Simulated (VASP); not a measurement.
Output of a VASP run:

OSZICAR:
```
       N       E                     dE             d eps       ncg     rms          rms(c)
DAV:   1     0.148408229691E+03    0.14841E+03   -0.11207E+04  7520   0.337E+03
DAV:   2    -0.473157621557E+00   -0.14888E+03   -0.14331E+03  7734   0.445E+02
DAV:   3    -0.513763122680E+01   -0.46645E+01   -0.45987E+01  9211   0.796E+01
DAV:   4    -0.518636554544E+01   -0.48734E-01   -0.48731E-01  8632   0.618E+00
DAV:   5    -0.518730515682E+01   -0.93961E-03   -0.93959E-03  9126   0.917E-01    0.786E+00
DAV:   6    -0.475952181895E+01    0.42778E+00   -0.15141E+00  8090   0.249E+01    0.498E+00
DAV:   7    -0.472841928161E+01    0.31103E-01   -0.29435E-02 10432   0.238E+00    0.267E+00
DAV:   8    -0.471799383349E+01    0.10425E-01   -0.93220E-03 10597   0.563E+00    0.108E-01
DAV:   9    -0.471793057904E+01    0.63254E-04   -0.11103E-03 10165   0.195E+00    0.542E-02
DAV:  10    -0.471793886688E+01   -0.82878E-05   -0.67855E-05 10487   0.264E-01    0.207E-02
DAV:  11    -0.471793994736E+01   -0.10805E-05   -0.86015E-06  9661   0.167E-01    0.304E-03
DAV:  12    -0.471793999274E+01   -0.45387E-07   -0.39579E-07  4164   0.270E-02
   1 F= -.47179400E+01 E0= -.47179067E+01  d E =-.998135E-04
```

OUTCAR:
```
------------------------ aborting loop because EDIFF is reached ----------------------------------------
  FORCE on cell =-STRESS in cart. coord.  units (eV):
  Direction    XX          YY          ZZ          XY          YZ          ZX
  --------------------------------------------------------------------------------------
  Total        1.2112254      1.0995373      1.2556038      0.0000000      0.0000000      0.0000000
  in kB       62.9074570     57.1067077     65.2123405      0.0000000      0.0000000      0.0000000
  external PRESSURE =      61.7421684 kB  Pullay stress =       0.0000000 kB
  volume of cell :       30.85
      direct lattice vectors                 reciprocal lattice vectors
     3.154517000  0.000000000  0.000000000     0.317005741  0.000000000  0.000000000
     0.000000000  3.099913000  0.000000000     0.000000000  0.322589698  0.000000000
     0.000000000  0.000000000  3.154649000     0.000000000  0.000000000  0.316992477
 POSITION                                       TOTAL-FORCE (eV/Angst)
 -----------------------------------------------------------------------------------
      1.57726      1.54996      1.57732         0.258802      0.000000      0.000000
      0.06324      0.00000      0.00000        -0.258802      0.000000      0.000000
 -----------------------------------------------------------------------------------
    total drift:                                0.000166      0.000000      0.000000
  FREE ENERGIE OF THE ION-ELECTRON SYSTEM (eV)
  ---------------------------------------------------
  free  energy   TOTEN  =        -4.7179399927 eV

  energy  without entropy=       -4.7178401793  energy(sigma->0) =       -4.71790672
```
(Selected blocks of OUTCAR.)

### POSCAR
```
AuZn
1
    3.1545170000     0.0000000000     0.0000000000
    0.0000000000     3.0999130000     0.0000000000
    0.0000000000     0.0000000000     3.1546490000
Zn Au
1 1
Direct
  0.5000000000   0.5000000000   0.5000000000
  0.0200470000   0.0000000000   0.0000000000
```

**Question.** Write an INCAR and KPOINTS that could have produced this output.

**Answer.** One answer among several that fit: the input of the run itself, PBE GGA, plane waves, VASP's PBE PAW potentials (set 64).

File KPOINTS:
```
Automatic mesh
0
Gamma
10 11 10
0 0 0
```

INCAR:
```
ALGO = Normal
EDIFF = 1E-6
ENCUT = 520
GGA = PE
ISIF = 2
ISMEAR = 1
LASPH = .True.
LCHARG = .False.
LMAXMIX = 6
LREAL = .False.
LWAVE = .False.
NELM = 100
PREC = Accurate
SIGMA = 0.1
SYSTEM = AuZn
```

POTCAR, in this order: Zn_GW Au (PBE.64 set). Program: vasp_std.

The compound is AuZn in the CsCl type structure. The cell was not relaxed at this level, atoms are displaced from their ideal sites. The run is one of a series of settings (ENCUT = 520, POTCAR Zn_GW Au (PBE.64 set) against the base run), some of them coarse on purpose. The electron count is odd and the run is not spin-polarised, which forces a metal.
